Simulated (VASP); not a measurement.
These are PBEsol GGA, VASP's PBE PAW potentials (set 64) (plane waves; VASP) values and carry that method's errors.

VASP input:

### POSCAR
```
SiO2
1
   -2.6355180033     4.8005883609     4.4605692630
    2.6355180033    -4.8005883609     4.4605692630
    2.6355180033     4.8005883609    -4.4605692630
Si O
4 8
Direct
  0.9295940840   0.8448517871   0.0847422968
  0.0704059160   0.1551482129   0.9152577032
  0.2601094902   0.8448517871   0.4152577032
  0.7398905098   0.1551482129   0.5847422968
  0.1313214443   0.8813214443   0.2500000000
  0.8686785557   0.1186785557   0.7500000000
  0.7925545807   0.5000000000   0.7925545807
  0.2074454193   0.5000000000   0.2074454193
  0.2074454193   0.0000000000   0.7074454193
  0.7925545807   0.0000000000   0.2925545807
  0.0000000000   0.0000000000   0.0000000000
  0.5000000000   0.0000000000   0.5000000000
```

File KPOINTS:
```
K-points
0
gamma
6 6 6
0 0 0
```

**INCAR**
```
ALGO=Normal
CSHIFT=0.1
EDIFF=1E-7
ENCUT=520
GGA=PS
ISMEAR=0
LASPH=.TRUE.
LCHARG=.FALSE.
LOPTICS=.TRUE.
LREAL=.FALSE.
LWAVE=.FALSE.
NBANDS=117
NEDOS=1001
NELM=100
PREC=Accurate
SIGMA=0.01
SYSTEM=SiO2
```

POTCAR, in this order: Si O (PBE.64 set). Program: vasp_std.

Task: What does the run give for the energy per atom (σ→0), band gap (on the k-mesh)?

Result: 
- energy per atom (σ→0): -8.218 eV/atom
- band gap (on the k-mesh): 5.49 eV

File OSZICAR:
```
...
DAV:  10    -0.986198514746E+02   -0.11165E-01   -0.23254E-03 11499   0.114E-01    0.107E-01
DAV:  11    -0.986210383946E+02   -0.11869E-02   -0.57509E-04 11752   0.711E-02    0.991E-02
DAV:  12    -0.986211217033E+02   -0.83309E-04   -0.65509E-05 11728   0.208E-02    0.372E-02
DAV:  13    -0.986211145979E+02    0.71054E-05   -0.22184E-05 11286   0.132E-02    0.794E-03
DAV:  14    -0.986211135500E+02    0.10479E-05   -0.12535E-06 12184   0.320E-03    0.831E-03
DAV:  15    -0.986211135423E+02    0.76761E-08   -0.35591E-07 11520   0.153E-03
   1 F= -.98621114E+02 E0= -.98621114E+02  d E =-.274560E-37
 imaginary and real dielectric function
```

The structure comes from a computed database's SiO2 entry (Imma); how it stands against other phases isn't given here. It was relaxed first.
